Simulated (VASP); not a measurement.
Data:

```
CELL_PARAMETERS angstrom
      0.00000     3.20061     3.20061
      3.20061     0.00000     3.20061
      3.20061     3.20061     0.00000
ATOMIC_POSITIONS crystal
  Sn 0.00000 0.00000 0.00000
  Te 0.50000 0.50000 0.50000
```

Calculation: PBE GGA, VASP's PBE PAW potentials (set 64) (plane waves; VASP 6.6.1). Settings: PREC = Normal, EDIFF = 1E-5, 400 eV cut-off, 7×7×7 Γ-centred mesh, Gaussian smearing of 0.050 eV, potentials Sn Te.

**Question.** What does the run give for the energy per atom (σ→0)?

**Answer.** 
| Property | Value |
|---|---|
| energy per atom (σ→0) | -364.9 kJ/mol of atoms |

Only differences to runs with the same potentials and settings are physical.

The structure comes from a computed database's SnTe entry (Fm-3m); how it stands against other phases isn't given here. It was relaxed first.
